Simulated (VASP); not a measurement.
# ScB4 (P-43m) in VASP: a series of runs

One crystal, ScB4, is run at these levels: PBE; tasks: single point, relaxation of cell and atoms.

Program: VASP 6.6.1. These are calculated values, not measurements. Logs are shortened: lines on timing, memory, paths and dates and some standing lists are left out, and cuts for length are marked.

## (1) The structure

The structure is cubic, space group P-43m (No. 215). The conventional cell has a = 3.919 Å, b = 3.919 Å, c = 3.919 Å, α = 90.00°, β = 90.00°, γ = 90.00°. Sc (site symmetry -43m) has 4 B at 2.34 Å as nearest neighbours. B (site symmetry 3m) has 3 B at 1.72 Å as nearest neighbours.

The cell was built by a generator and needn't be a form met in nature.

## (2) Single point, PBE (species swapped into the SnI4 type (P-43m, No. 215))

Input file INCAR:

```
SYSTEM = ScB4
PREC     = Accurate       ! precision mode
ENCUT    = 520            ! plane-wave cutoff, eV
EDIFF    = 1E-7           ! SCF threshold, eV
ISMEAR   = 0              ! smearing method
SIGMA    = 0.1            ! smearing width, eV
LREAL    = .False.        ! projectors in reciprocal space
LASPH    = .True.         ! aspherical terms in the spheres
NELM     = 100            ! most SCF steps
ALGO     = Fast           ! electronic algorithm
ISIF     = 2              ! what is computed and relaxed
LWAVE    = .False.        ! write WAVECAR
LCHARG   = .True.         ! write CHGCAR
GGA      = PE             ! functional
LELF     = .True.         ! ELF
LVHAR    = .True.       
NBANDS   = 20             ! bands
```

Input file KPOINTS:

```
Automatic mesh
0
Gamma
  10 10 10
  0 0 0
```

Input file POSCAR:

```
ScB4
1.0
    3.9187118832      0.0000000000      0.0000000000
    0.0000000000      3.9187118832      0.0000000000
    0.0000000000      0.0000000000      3.9187118832
Sc B
1 4
Direct
    0.0000000000      0.0000000000      0.0000000000
    0.3448636449      0.3448636449      0.3448636449
    0.6551363551      0.6551363551      0.3448636449
    0.3448636449      0.6551363551      0.6551363551
    0.6551363551      0.3448636449      0.6551363551
```

Potentials or basis: VASP PAW PBE potentials, release 64 (Sc_sv, B).

Launch:

```console
> cat potpaw_PBE.64/Sc_sv/POTCAR potpaw_PBE.64/B/POTCAR > POTCAR
> mpirun -np 1 vasp_std > vasp.out
```

OUTCAR:

```text
SYSTEM = ScB4
   PREC = Accurate
   ENCUT = 520
   EDIFF = 1E-7
   ISMEAR = 0
   LREAL = .False.
   LASPH = .True.
   NELM = 100
   ISIF = 2
   GGA = PE

 ion  position               nearest neighbor table
   1  0.000  0.000  0.000-   2 2.34   3 2.34   4 2.34   5 2.34
   2  0.345  0.345  0.345-   3 1.72   4 1.72   5 1.72   1 2.34
   3  0.655  0.655  0.345-   2 1.72   4 1.72   5 1.72   1 2.34
   4  0.345  0.655  0.655-   2 1.72   3 1.72   5 1.72   1 2.34
   5  0.655  0.345  0.655-   2 1.72   3 1.72   4 1.72   1 2.34

  LATTYP: Found a simple cubic cell.
 ALAT       =     3.9187118832

  Lattice vectors:

 A1 = (   3.9187118832,   0.0000000000,   0.0000000000)
 A2 = (   0.0000000000,   3.9187118832,   0.0000000000)
 A3 = (   0.0000000000,   0.0000000000,   3.9187118832)

Analysis of symmetry for initial positions (statically):
=====================================================================
 Subroutine PRICEL returns:
 Original cell was already a primitive cell.

 Routine SETGRP: Setting up the symmetry group for a
 simple cubic supercell.

 Subroutine GETGRP returns: Found 24 space group operations
 (whereof 24 operations were pure point group operations)
 out of a pool of 48 trial point group operations.

The static configuration has the point symmetry T_d .

Analysis of symmetry for dynamics (positions and initial velocities):
=====================================================================
 Subroutine PRICEL returns:
 Original cell was already a primitive cell.

 Routine SETGRP: Setting up the symmetry group for a
 simple cubic supercell.

 Subroutine GETGRP returns: Found 24 space group operations
 (whereof 24 operations were pure point group operations)
 out of a pool of 48 trial point group operations.

The dynamic configuration has the point symmetry T_d .

 Subroutine INISYM returns: Found 24 space group operations
 (whereof 24 operations are pure point group operations),
 and found     1 'primitive' translations

----------------------------------------------------------------------------------------

                                     Primitive cell

  volume of cell :      60.1769

  direct lattice vectors                    reciprocal lattice vectors
     3.918711883  0.000000000  0.000000000     0.255185895  0.000000000  0.000000000
     0.000000000  3.918711883  0.000000000     0.000000000  0.255185895  0.000000000
     0.000000000  0.000000000  3.918711883     0.000000000  0.000000000  0.255185895

  length of vectors
     3.918711883  3.918711883  3.918711883     0.255185895  0.255185895  0.255185895

  position of ions in fractional coordinates (direct lattice)
     0.000000000  0.000000000  0.000000000
     0.344863645  0.344863645  0.344863645
     0.655136355  0.655136355  0.344863645
     0.344863645  0.655136355  0.655136355
     0.655136355  0.344863645  0.655136355

  ion indices of the primitive-cell ions
   primitive index   ion index
                 1           1
                 2           2
                 3           3
                 4           4
                 5           5

----------------------------------------------------------------------------------------

 KPOINTS: Automatic mesh

Automatic generation of k-mesh.
 Grid dimensions read from file:
 generate k-points for:   10   10   10

 Generating k-lattice:

  Cartesian coordinates                     Fractional coordinates (reciprocal lattice)
     0.025518590  0.000000000  0.000000000     0.100000000  0.000000000  0.000000000
     0.000000000  0.025518590  0.000000000     0.000000000  0.100000000  0.000000000
     0.000000000  0.000000000  0.025518590     0.000000000  0.000000000  0.100000000

  Length of vectors
     0.025518590  0.025518590  0.025518590

  Shift w.r.t. Gamma in fractional coordinates (k-lattice)
     0.000000000  0.000000000  0.000000000

 Subroutine IBZKPT returns following result:
 ===========================================

 Found     56 irreducible k-points:

 Following reciprocal coordinates:
            Coordinates               Weight
  0.000000  0.000000  0.000000      1.000000
  0.100000  0.000000  0.000000      6.000000
  0.200000  0.000000  0.000000      6.000000
  0.300000  0.000000  0.000000      6.000000
  0.400000  0.000000  0.000000      6.000000
  0.500000  0.000000  0.000000      3.000000
[... 16 lines left out ...]
  0.200000  0.100000  0.100000     24.000000
  0.300000  0.100000  0.100000     24.000000
 [... further k-points ...]
   k-points           NKPTS =     56   k-points in BZ     NKDIM =     56   number of bands    NBANDS=     20
   number of dos      NEDOS =    301   number of ions     NIONS =      5
   total plane-waves  NPLWV =  27000
   dimension x,y,z NGX =    30 NGY =   30 NGZ =   30
   dimension x,y,z NGXF=    60 NGYF=   60 NGZF=   60
   ions per type =               1   4
   NGX,Y,Z   is equivalent  to a cutoff of  12.73, 12.73, 12.73 a.u.
   NGXF,Y,Z  is equivalent  to a cutoff of  25.45, 25.45, 25.45 a.u.
 SYSTEM =  ScB4
   PREC   = accura    normal or accurate (medium, high low for compatibility)
   ISTART =      0    job   : 0-new  1-cont  2-samecut
   ICHARG =      2    charge: 1-file 2-atom 10-const
   ISPIN  =      1    spin polarized calculation?
   LNONCOLLINEAR =      F non collinear calculations
   LSORBIT =      F    spin-orbit coupling
   LASPH  =      T    aspherical Exc in radial PAW
   ENCUT  =  520.0 eV  38.22 Ry    6.18 a.u.   7.29  7.29  7.29*2*pi/ulx,y,z
   NELM   =    100;   NELMIN=  2; NELMDL= -5     # of ELM steps
   EDIFF  = 0.1E-06   stopping-criterion for ELM
   LREAL  =      F    real-space projection
   EDIFFG = 0.1E-05   stopping-criterion for IOM
   NSW    =      0    number of steps for IOM
   IBRION =     -1    ionic relax: 0-MD 1-quasi-New 2-CG
   NFREE  =      0    steps in history (QN), initial steepest desc. (CG)
   ISIF   =      2    stress and relaxation
   ISYM   =      2    0-nonsym 1-usesym 2-fastsym
   POTIM  = 0.5000    time-step for ionic-motion
   TEBEG  =    0.0;   TEEND  =   0.0 temperature during run
   PSTRESS=    0.0 pullay stress
   NELECT =      23.0000    total number of electrons
   NUPDOWN=      -1.0000    fix difference up-down
   EMIN   =  10.00;   EMAX   =-10.00  energy-range for DOS
   EFERMI =   0.00;   METHOD = LEGACY
   ISMEAR =     0;   SIGMA  =   0.10  broadening in eV -4-tet -1-fermi 0-gaus
   EFERMI_NEDOS =   21; number of points for ismear=-14 and -15
   IALGO  =     68    algorithm
   IMIX   =      4    mixing-type and parameters
     AMIX     =   0.40;   BMIX     =  1.00
     AMIX_MAG =   1.60;   BMIX_MAG =  1.00
  volume/ion in A,a.u.               =      12.04        81.22
  Fermi-wavevector in a.u.,A,eV,Ry     =   1.188067  2.245120 19.204653  1.411502
  Thomas-Fermi vector in A             =   2.324204
   LORBIT       =      0    0 simple, 1 ext, 2 COOP (PROOUT), +10 PAW based schemes
   GGA     = PE    functional components
   LHFCALC =     F    Hartree Fock is set to
   AEXX    =    0.0000 exact exchange contribution
   IVDW    =     0    specifies the selected vdW correction
   LEPSILON=     F    determine dielectric tensor
   LRPA    =     F    only Hartree local field effects (RPA)
 non-spin polarized calculation
 RMM-DIIS sequential band-by-band and
 Gauss-broadening in eV      SIGMA  =   0.10
  energy-cutoff  :      520.00
  volume of cell :       60.18
 maximum number of plane-waves:      1647
 NGX is ok and might be reduce to    30
   NGX = 15   NGY = 15   NGZ = 15

 number of electron      22.9999996 magnetization

 Free energy of the ion-electron system (eV)
  ---------------------------------------------------
  ext. energy  EPLUGINS =         0.00000000
  ---------------------------------------------------
  free energy    TOTEN  =       -27.61514359 eV

  energy without entropy =      -27.59663962  energy(sigma->0) =      -27.60589161

 E-fermi :   3.4685     XC(G=0): -10.4715

 val. band max:        3.4673115840   @ k =   0.5000   0.1000   0.0000
 cond. band min:       3.4792808564   @ k =   0.2000   0.2000   0.0000
 fundamental gap:      0.0119692724
 Fermi energy:         3.4684715031

 k-point     1 :       0.0000    0.0000    0.0000
  band No.  band energies     occupation
      1     -45.1378      2.00000
      2     -23.7769      2.00000
      3     -23.7769      2.00000
      4     -23.7769      2.00000
      5      -9.7358      2.00000
      6      -1.5128      2.00000
[... 12 lines left out ...]
     19      10.0515      0.00000
     20      10.3900      0.00000

 k-point     2 :       0.1000    0.0000    0.0000
  band No.  band energies     occupation
      1     -45.1376      2.00000
      2     -23.7806      2.00000
      3     -23.7765      2.00000
      4     -23.7765      2.00000
      5      -9.6994      2.00000
      6      -1.7682      2.00000
[... 12 lines left out ...]
     19       8.2253      0.00000
     20      10.5396      0.00000

 k-point     3 :       0.2000    0.0000    0.0000
  band No.  band energies     occupation
      1     -45.1371      2.00000
      2     -23.7904      2.00000
      3     -23.7755      2.00000
      4     -23.7755      2.00000
      5      -9.5996      2.00000
      6      -2.4270      2.00000
[... 12 lines left out ...]
     19       8.0541      0.00000
     20      10.9684      0.00000

 k-point     4 :       0.3000    0.0000    0.0000
  band No.  band energies     occupation
      1     -45.1366      2.00000
      2     -23.8025      2.00000
      3     -23.7744      2.00000
      4     -23.7744      2.00000
      5      -9.4663      2.00000
      6      -3.1115      2.00000
[... 429 lines left out ...]
 k-point    23 :       0.2000    0.1000    0.1000
  band No.  band energies     occupation
      1     -45.1368      2.00000
      2     -23.7896      2.00000
      3     -23.7790      2.00000
      4     -23.7787      2.00000
      5      -9.5338      2.00000
      6      -2.3898      2.00000
[... 12 lines left out ...]
     19       8.2755      0.00000
     20      10.8753      0.00000

 k-point    24 :       0.3000    0.1000    0.1000
  band No.  band energies     occupation
      1     -45.1362      2.00000
      2     -23.8016      2.00000
      3     -23.7778      2.00000
      4     -23.7775      2.00000
      5      -9.4070      2.00000
      6      -3.0004      2.00000
[... 12 lines left out ...]
     19       8.3188      0.00000
     20      11.2857      0.00000

 [... further k-points ...]

------------------------ aborting loop because EDIFF is reached ----------------------------------------

  FORCE on cell =-STRESS in cart. coord.  units (eV):
  Direction    XX          YY          ZZ          XY          YZ          ZX
  --------------------------------------------------------------------------------------
  -------------------------------------------------------------------------------------
  Total        0.0339555      0.0339555      0.0339555     -0.0000000      0.0000000     -0.0000000
  in kB        0.9040464      0.9040464      0.9040464     -0.0000000      0.0000000     -0.0000000
  external PRESSURE =       0.9040464 kB  Pullay stress =       0.0000000 kB

 VOLUME and BASIS-vectors are now :
 -----------------------------------------------------------------------------
  energy-cutoff  :      520.00
  volume of cell :       60.18
      direct lattice vectors                 reciprocal lattice vectors
     3.918711883  0.000000000  0.000000000     0.255185895  0.000000000  0.000000000
     0.000000000  3.918711883  0.000000000     0.000000000  0.255185895  0.000000000
     0.000000000  0.000000000  3.918711883     0.000000000  0.000000000  0.255185895

 POSITION                                       TOTAL-FORCE (eV/Angst)
 -----------------------------------------------------------------------------------
      0.00000      0.00000      0.00000        -0.000000      0.000000      0.000000
      1.35142      1.35142      1.35142         0.002941      0.002941      0.002941
      2.56729      2.56729      1.35142        -0.002941     -0.002941      0.002941
      1.35142      2.56729      2.56729         0.002941     -0.002941     -0.002941
      2.56729      1.35142      2.56729        -0.002941      0.002941     -0.002941
 -----------------------------------------------------------------------------------
    total drift:                                0.000000      0.000000      0.000000

  FREE ENERGIE OF THE ION-ELECTRON SYSTEM (eV)
  ---------------------------------------------------
  free  energy   TOTEN  =       -27.6151435948 eV

  energy  without entropy=      -27.5966396154  energy(sigma->0) =      -27.60589161
```

Run time: 41 s. Hardware: 1 thread of Intel Xeon 6975P-C (Granite Rapids), shared host; peak memory 0.2 GiB.

Results:

```
Free energy            : -27.6151 eV
Pressure               : 0.1 GPa
Largest force          : 0.005 eV/Å
Band gap on the k mesh : none (metal or under the smearing width)
```

Forces in eV/Å, atoms in the order of the input:
```
Sc   0.000  0.000  0.000
B    0.003  0.003  0.003
B   -0.003 -0.003  0.003
B    0.003 -0.003 -0.003
B   -0.003  0.003 -0.003
```

[end of part 1 of 2]
